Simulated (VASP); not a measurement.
Given:

```yaml
crystal:
  lattice:
    - [3.79082, 0.00000, 0.00000]
    - [-1.89541, 3.28294, 0.00000]
    - [0.00000, 0.00000, 6.21380]
  atoms:
    - { symbol: Zn, position: [0.33333, 0.66667, 0.99993] }
    - { symbol: Zn, position: [0.66667, 0.33333, 0.49993] }
    - { symbol: S, position: [0.33333, 0.66667, 0.37487] }
    - { symbol: S, position: [0.66667, 0.33333, 0.87487] }
```

The numbers are results of SCAN meta-GGA, VASP's PBE PAW potentials (set 64) (plane waves; VASP), not measurements. Run with 400 eV cut-off, 8×8×4 Γ-centred mesh, tetrahedra with Blöchl corrections, potentials Zn S.

Problem. Estimate the energy per atom (σ→0), band gap (over mesh and band path) with the smallest direct gap where there is one.

Solution. 
The band gap (over mesh and band path) is 2.80 eV and the smallest direct gap (over mesh and band path) is 2.80 eV. The energy per atom (σ→0) is -12.494 eV/atom.

The structure comes from a measured ZnS entry (P6_3mc) of the Crystallography Open Database, whose conditions weren't checked. It was relaxed first.
